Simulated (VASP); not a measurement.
OSZICAR of a VASP run on SiC (wurtzite):

**OSZICAR**
```
       N       E                     dE             d eps       ncg     rms          rms(c)
DAV:   1     0.339524318686E+02    0.33952E+02   -0.74354E+03   720   0.120E+03
DAV:   2    -0.322253293450E+02   -0.66178E+02   -0.60794E+02  1028   0.186E+02
DAV:   3    -0.352010091610E+02   -0.29757E+01   -0.29600E+01   948   0.404E+01
DAV:   4    -0.352351369014E+02   -0.34128E-01   -0.34092E-01   900   0.501E+00
DAV:   5    -0.352357415622E+02   -0.60466E-03   -0.60454E-03   932   0.641E-01    0.119E+01
DAV:   6    -0.319340256650E+02    0.33017E+01   -0.97199E+00   884   0.196E+01    0.540E+00
DAV:   7    -0.318258522283E+02    0.10817E+00   -0.81130E-01   920   0.597E+00    0.233E+00
DAV:   8    -0.317987016707E+02    0.27151E-01   -0.47179E-02   856   0.158E+00    0.502E-01
DAV:   9    -0.317965612439E+02    0.21404E-02   -0.57112E-03   884   0.553E-01    0.127E-01
DAV:  10    -0.317966775044E+02   -0.11626E-03   -0.46310E-04   876   0.159E-01    0.517E-02
DAV:  11    -0.317966764319E+02    0.10725E-05   -0.54980E-05   900   0.587E-02    0.107E-02
DAV:  12    -0.317966768286E+02   -0.39668E-06   -0.22798E-06   892   0.119E-02    0.267E-03
DAV:  13    -0.317966770184E+02   -0.18985E-06   -0.12584E-07   664   0.263E-03    0.125E-03
DAV:  14    -0.317966770352E+02   -0.16808E-07   -0.13920E-08   560   0.975E-04
   1 F= -.31796677E+02 E0= -.31796677E+02  d E =-.317967E+02
```

Task: Which electronic solver shows in the log?

Result: It is blocked Davidson (ALGO = Normal, or the opening steps of other solvers). The INCAR had ALGO = Normal.

Task: Can the final energy be trusted as converged?

Result: The calculation finished and met its thresholds. It stopped with EDIFF = 1E-7, NELM = 100, NSW = 30 and EDIFFG = -0.01 after 1 ionic step (PBEsol GGA, plane waves, VASP's PBE PAW potentials (set 64)).

The compound is SiC in the wurtzite structure, the rare 2H polytype. This cell is one point of a volume scan, at 1.03 of the reference volume.
